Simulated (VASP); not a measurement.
# SnSe: structure and properties in VASP, part 2 of 7

What structure and properties does r2SCAN give SnSe, and how near are they to the measured ones? Left out of this account: at least 1 further run (core levels: core levels are not valid at this level). The start is a cell from a database of measured crystal structures.

VASP 6.6.1; r2SCAN; plane waves and PAW (Sn_d, Se).

Still holding for the runs below: The bonds form layers, held to each other by dispersion, which r2SCAN holds only at short range, so the spacing between them may come out too wide.

So far, gap on the k-mesh (eV): step 2 (full relaxation (r2SCAN)) 1.23.

The database entry behind the starting cell differs from later determinations by our own check (an axis about 0.9 % long against later determinations), so it need not match the best structure at ambient conditions.

## Step 3: Second relaxation

The basis stayed that of the start cell while the cell moved. A rerun from the cell reached resets it; the error of the finite cutoff stays. The mesh changes with the cell too.

Input file INCAR:

```
SYSTEM = SnSe
PREC = Accurate
ENCUT = 400
EDIFF = 1E-06
NELM = 100
ISMEAR = 0
SIGMA = 0.05
LREAL = .FALSE.
ALGO = Normal
METAGGA = R2SCAN
LASPH = .TRUE.
NBANDS = 49
LORBIT = 11
LWAVE = .FALSE.
LCHARG = .FALSE.
KPAR = 4
IBRION = 2
NSW = 60
ISIF = 3
EDIFFG = -0.01
```

Input file POSCAR:

```
SnSe
1.0
   11.6995704052      0.0000000000      0.0000000000
    0.0000000000      4.1364838857      0.0000000000
    0.0000000000      0.0000000000      4.6526900843
Sn Se
4 4
Direct
    0.1203268500      0.2500000000      0.1168542520
    0.3796731500      0.7500000000      0.6168542520
    0.6203268500      0.2500000000      0.3831457480
    0.8796731500      0.7500000000      0.8831457480
    0.3518960943      0.2500000000      0.0081476676
    0.1481039057      0.7500000000      0.5081476676
    0.8518960943      0.2500000000      0.4918523324
    0.6481039057      0.7500000000      0.9918523324
```

Input file KPOINTS:

```
Automatic mesh
0
Gamma
2 6 5
0 0 0
```

Potentials, in the order of the species: Sn_d and Se (PBE family, release 64).

Launch:

```sh
> mpirun -np 4 vasp_std
```

Log:

```text
[banner, memory and clock lines left out]
running    4 mpi-ranks, on    1 nodes
 distrk:  each k-point on    1 cores,    4 groups
 distr:  one band on    1 cores,    1 groups

 POSCAR found type information on POSCAR SnSe
 POSCAR found :  2 types and       8 ions
 [... a notice as in an earlier step ...]

 LDA part: xc-table for (None), standard interpolation
 POSCAR, INCAR and KPOINTS ok, starting setup
 FFT: planning ... GRIDC
 FFT: planning ... GRID_SOFT
 FFT: planning ... GRID
 WAVECAR not read
 entering main loop
       N       E                     dE             d eps       ncg     rms          rms(c)
DAV:   1     0.672328238844E+03    0.67233E+03   -0.32903E+04  2513   0.180E+03
DAV:   2    -0.371094162611E+02   -0.70944E+03   -0.68887E+03  2384   0.526E+02
DAV:   3    -0.165013502994E+03   -0.12790E+03   -0.12253E+03  2864   0.193E+02
DAV:   4    -0.173030194801E+03   -0.80167E+01   -0.79219E+01  2771   0.507E+01
DAV:   5    -0.173293189050E+03   -0.26299E+00   -0.26262E+00  2795   0.965E+00    0.762E+00
DAV:   6    -0.159731955507E+03    0.13561E+02   -0.43900E+00  3230   0.189E+01    0.518E+00
DAV:   7    -0.159793368318E+03   -0.61413E-01   -0.91614E-01  2942   0.402E+00    0.198E+00
DAV:   8    -0.159812417337E+03   -0.19049E-01   -0.48109E-02  3045   0.159E+00    0.619E-01
DAV:   9    -0.159817152757E+03   -0.47354E-02   -0.10272E-02  2762   0.465E-01    0.240E-01
DAV:  10    -0.159817538749E+03   -0.38599E-03   -0.14737E-03  3218   0.302E-01    0.994E-02
DAV:  11    -0.159817738196E+03   -0.19945E-03   -0.50744E-04  2738   0.117E-01    0.173E-02
DAV:  12    -0.159817742639E+03   -0.44437E-05   -0.55606E-05  3309   0.502E-02    0.123E-02
DAV:  13    -0.159817744631E+03   -0.19915E-05   -0.18381E-05  2652   0.247E-02    0.318E-03
DAV:  14    -0.159817744126E+03    0.50508E-06   -0.12530E-06  1642   0.793E-03
   1 F= -.15981774E+03 E0= -.15981774E+03  d E =-.159818E+03
 curvature:   0.00 expect dE= 0.000E+00 dE for cont linesearch  0.000E+00
 trial: gam= 0.00000 g(F)=  0.678E-05 g(S)=  0.316E-03 ort = 0.000E+00 (trialstep = 0.100E+01)
 search vector abs. value=  0.323E-03
 bond charge predicted
       N       E                     dE             d eps       ncg     rms          rms(c)
DAV:   1    -0.159820974761E+03   -0.32301E-02   -0.79680E-02  3084   0.267E+00    0.322E-01
DAV:   2    -0.159818554564E+03    0.24202E-02   -0.56732E-03  2957   0.731E-01    0.143E-01
DAV:   3    -0.159817953049E+03    0.60152E-03   -0.20794E-03  3051   0.417E-01    0.314E-02
DAV:   4    -0.159817925167E+03    0.27882E-04   -0.11499E-04  2604   0.688E-02    0.165E-02
DAV:   5    -0.159817916744E+03    0.84229E-05   -0.10972E-05  3206   0.217E-02    0.887E-03
DAV:   6    -0.159817916780E+03   -0.36061E-07   -0.15497E-06  1434   0.969E-03
   2 F= -.15981792E+03 E0= -.15981792E+03  d E =-.172654E-03
[...]
3 F= -.15981792E+03 E0= -.15981792E+03  d E =-.172601E-03
[...]
4 F= -.15981807E+03 E0= -.15981807E+03  d E =-.157128E-03
 ZBRENT: can't locate minimum, use default step
 trial-energy change:   -0.000157  1 .order   -0.000141   -0.000157   -0.000124
 step:   4.0475(harm=  4.8424)  dis= 0.00334  next Energy=  -159.818293 (dE=-0.376E-03)
 bond charge predicted
       N       E                     dE             d eps       ncg     rms          rms(c)
DAV:   1    -0.159820650148E+03   -0.25762E-02   -0.36359E-01  3233   0.317E+00    0.336E-01
DAV:   2    -0.159819189337E+03    0.14608E-02   -0.10480E-02  2911   0.979E-01    0.180E-01
DAV:   3    -0.159818365599E+03    0.82374E-03   -0.23393E-03  2999   0.451E-01    0.525E-02
DAV:   4    -0.159818355191E+03    0.10408E-04   -0.46159E-04  2767   0.148E-01    0.268E-02
DAV:   5    -0.159818348929E+03    0.62620E-05   -0.28690E-05  3142   0.368E-02    0.113E-02
DAV:   6    -0.159818349572E+03   -0.64344E-06   -0.75428E-06  2564   0.179E-02
   5 F= -.15981835E+03 E0= -.15981835E+03  d E =-.432846E-03
 curvature:  -3.48 expect dE=-0.651E-04 dE for cont linesearch -0.364E-04
 trial: gam=-0.18130 g(F)=  0.169E-04 g(S)=  0.176E-05 ort = 0.494E-04 (trialstep = 0.162E+01)
 search vector abs. value=  0.845E-05
 reached required accuracy - stopping structural energy minimisation
```

Elapsed: 8.2 min, on 4 MPI ranks of Intel Xeon Platinum 8488C (Sapphire Rapids), shared host; peak memory 1.4 GiB; 33 min of CPU time.

OUTCAR, selected parts (step 3):

```text
  LATTYP: Found a simple orthorhombic cell.
 ALAT       =     4.1364838857
 B/A-ratio  =     1.1247934751
 C/A-ratio  =     2.8283853457

 Found     24 irreducible k-points:

   k-points           NKPTS =     24   k-points in BZ     NKDIM =     24   number of bands    NBANDS=     49

   ENCUT  =  400.0 eV  29.40 Ry    5.42 a.u.  19.08  6.75  7.59*2*pi/ulx,y,z

   NELECT =      80.0000    total number of electrons

 E-fermi :   4.7469

 k-point     1 :       0.0000    0.0000    0.0000
  band No.  band energies     occupation
    ...
     36       2.7423      2.00000
     37       3.0559      2.00000
     38       3.6408      2.00000
     39       3.8771      2.00000
     40       4.3732      2.00000
     41       5.7791      0.00000
     42       7.6104      0.00000
     43       7.6428      0.00000
     44       7.7510      0.00000
     45       7.9759      0.00000
    ...

 k-point     2 :       0.5000    0.0000    0.0000
  band No.  band energies     occupation
    ...
     36       2.6575      2.00000
     37       2.8428      2.00000
     38       2.8428      2.00000
     39       4.1620      2.00000
     40       4.1620      2.00000
     41       7.3041      0.00000
     42       7.3041      0.00000
     43       7.4689      0.00000
     44       7.4689      0.00000
     45       8.5529      0.00000
    ...

  Total       -0.0076965     -0.0144138      0.0049302      0.0000000     -0.0000000      0.0000000
  in kB       -0.0545119     -0.1020883      0.0349190      0.0000000     -0.0000000      0.0000000
  external PRESSURE =      -0.0405604 kB  Pullay stress =       0.0000000 kB

  energy-cutoff  :      400.00
  volume of cell :      226.21
      direct lattice vectors                 reciprocal lattice vectors
    11.719083289  0.000000000  0.000000000     0.085330906  0.000000000  0.000000000
     0.000000000  4.132427734  0.000000000     0.000000000  0.241988503  0.000000000
     0.000000000 -0.000000000  4.671032780     0.000000000 -0.000000000  0.214085417

 POSITION                                       TOTAL-FORCE (eV/Angst)
 -----------------------------------------------------------------------------------
      1.41322      1.03311      0.54945         0.002842     -0.000000      0.008458
      4.44632      3.09932      2.88497        -0.002842     -0.000000      0.008458
      7.27276      1.03311      1.78607         0.002842      0.000000     -0.008458
     10.30586      3.09932      4.12158        -0.002842      0.000000     -0.008458
      4.12200      1.03311      0.03664        -0.001996      0.000000     -0.002040
      1.73755      3.09932      2.37216         0.001996      0.000000     -0.002040
      9.98154      1.03311      2.29888        -0.001996     -0.000000      0.002040
      7.59709      3.09932      4.63439         0.001996     -0.000000      0.002040
 -----------------------------------------------------------------------------------
    total drift:                               -0.000000     -0.000000      0.000000

  FREE ENERGIE OF THE ION-ELECTRON SYSTEM (eV)
  ---------------------------------------------------
  free  energy   TOTEN  =      -159.8183495723 eV

  energy  without entropy=     -159.8183495723  energy(sigma->0) =     -159.81834957

 total charge
# of ion       s       p       d       tot
------------------------------------------
    1        1.316   0.781   9.987  12.084
    2        1.316   0.781   9.987  12.084
    3        1.316   0.781   9.987  12.084
    4        1.316   0.781   9.987  12.084
    5        1.466   2.382   0.023   3.871
    6        1.466   2.382   0.023   3.871
    7        1.466   2.382   0.023   3.871
    8        1.466   2.382   0.023   3.871
--------------------------------------------------
tot         11.128  12.650  40.043  63.821

[... 4 parts as in an earlier step ...]

[... 7 further parts left out ...]
```

The steps of the relaxation:

```
step  energy less that of the first step (eV)  largest force (eV/Å)  pressure (GPa)  volume (Å³)
   1                                   0.0000                0.0057            0.09       225.17
   2                                  -0.0002                0.0190           -0.01       225.67
   3                                  -0.0002                0.0204           -0.02       225.70
   4                                  -0.0003                0.0167           -0.02       225.82
   5                                  -0.0006                0.0089            0.00       226.21
```

```
conventional cell, symmetrised  before   after  change
                         a (Å)  11.700  11.719  +0.2 %
                         b (Å)   4.136   4.132  -0.1 %
                         c (Å)   4.653   4.671  +0.4 %
              volume (Å³/atom)   28.15   28.28  +0.5 %
```

The relaxed structure:

```
Sn Se
1.0
    11.71908    0.00000    0.00000
     0.00000    4.13243    0.00000
     0.00000    0.00000    4.67103
Sn Se
4 4
Direct
  0.12059 0.25000 0.11763
  0.37941 0.75000 0.61763
  0.62059 0.25000 0.38237
  0.87941 0.75000 0.88237
  0.35173 0.25000 0.00784
  0.14827 0.75000 0.50784
  0.85173 0.25000 0.49216
  0.64827 0.75000 0.99216
```

Numbers from this step:

| Quantity | Value |
| --- | --- |
| irreducible k-points | 24 |
| free energy (TOTEN) | -159.8183 eV |
| Fermi energy | 4.747 eV |
| pressure | -0.004056 GPa |
| conduction bottom at k | 0, 0.3333, 0 |
| least direct gap at k | 0, 0.3333, 0 |
| SCF cycles over all ionic steps | 36 |
| gap on the k-mesh | 1.099 eV |
| least direct gap on the k-mesh | 1.350 eV |

It ends with a largest force of 0.009 eV/Å and a pressure of 0.00 GPa.

(Continued in part 3 of 7.)

[Lines on the potential files, build, host, timing and source positions are cut from VASP's logs without a mark.]

[Logs are printed without paths, hosts, clocks, repeated set-up lines and the standing remarks that a program may print on its own settings, such as how far it seeks lower states.]

[Hosts, paths, dates, database ids (printed as entryN), source tags and the programs' standing remarks are cut or masked in the printed files.]

[A measured line is paired with the nearest computed mode of its activity, which favours agreement.]

[In band tables of VASP the shares of atoms and orbitals are scaled to a sum of 1 inside the atoms' spheres.]
